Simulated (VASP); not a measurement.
Given:

```
CELL_PARAMETERS angstrom
      1.59290    -2.75898     0.00000
      1.59290     2.75898     0.00000
      0.00000     0.00000     5.13469
ATOMIC_POSITIONS crystal
  Zr 0.33333 0.66667 0.25000
  Zr 0.66667 0.33333 0.75000
```

All values below come from vdW-DF-cx, VASP's PBE PAW potentials (set 64) (plane waves; VASP 6.6.1). Numerical set-up: 520 eV cut-off, Gaussian smearing of 0.050 eV, potentials Zr_sv.

Question: Give the energies of bands 9 to 15 at the high-symmetry points, in eV from the Fermi level.

Answer: 
```tsv
band	Γ	M	K	A	L	H
9	-5.73	-2.71	-2.23	-4.01	-3.00	-1.53
10	-3.15	-2.58	-1.36	-4.01	-3.00	-1.53
11	0.85	-2.29	-1.36	-0.05	-1.18	-1.34
12	0.85	-0.13	-1.15	-0.05	-1.18	-1.34
13	0.88	0.57	0.21	0.78	1.74	-0.02
14	1.18	0.72	0.21	0.78	1.74	-0.02
15	1.55	1.42	1.79	0.78	2.28	2.02
```

It has no gap at this level: it comes out as a metal or semimetal.

The compound is Zr in the hcp structure. It was relaxed first.
